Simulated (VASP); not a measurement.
```
CELL_PARAMETERS angstrom
      0.00000     2.74068     2.74068
      2.74068     0.00000     2.74068
      2.74068     2.74068     0.00000
ATOMIC_POSITIONS crystal
  Li 0.25000 0.25000 0.25000
  Li 0.75000 0.75000 0.75000
  S  0.00000 0.00000 0.00000
```

Calculation: PBE GGA with D3 dispersion (zero damping), VASP's PBE PAW potentials (set 64) (plane waves; VASP). Run with 520 eV cut-off, 7×7×7 Γ-centred mesh, Gaussian smearing of 0.050 eV, potentials Li_sv S.

Problem. Give the stress tensor in GPa (positive for a compressed cell).

Solution. 
```
3.30  0.00  0.00
0.00  3.30  0.00
0.00  0.00  3.30
```
The pressure is its mean diagonal, 3.30 GPa.

The compound is Li2S in the antifluorite structure. This cell is one point of a volume scan, at 0.94 of the reference volume.
